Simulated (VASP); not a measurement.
Input:

```
BP
1.0
    0.00000     2.25296     2.25296
    2.25296     0.00000     2.25296
    2.25296     2.25296     0.00000
B P
1 1
Cartesian
  0.00000   0.00000   0.00000
  1.12648   1.12648   1.12648
```

All values below come from PBE GGA with D3 dispersion (Becke-Johnson damping), VASP's PBE PAW potentials (set 64) (plane waves; VASP 6.6.1). Settings: 520 eV cut-off, 10×10×10 Γ-centred mesh, Gaussian smearing of 0.050 eV, potentials B P.

Give the energy at these volumes per atom, relative to the lowest: 10.74, 11.09, 11.43, 11.77, 12.12 Å³.

24.4, 5.9, 0.0, 5.1, 19.6 meV/atom. A third-order Birch-Murnaghan fit gives B0 = 170 GPa and B0′ = 3.8.

Measured: bulk modulus 176 GPa at 0 K (computed value off by -3.7 %), as given by Tamar Goldzak et al., The Journal of Chemical Physics (2022), arXiv:2208.04865 [0 K, zero-point effect removed]; a 4.525 Å at 0 K (computed value off by -0.4 %), as given by Daniel Mejia-Rodriguez et al., Physical Review B (2018), arXiv:1807.09216 [static lattice: zero-point anharmonic expansion removed].

The compound is BP in the zinc blende structure. It was relaxed first.
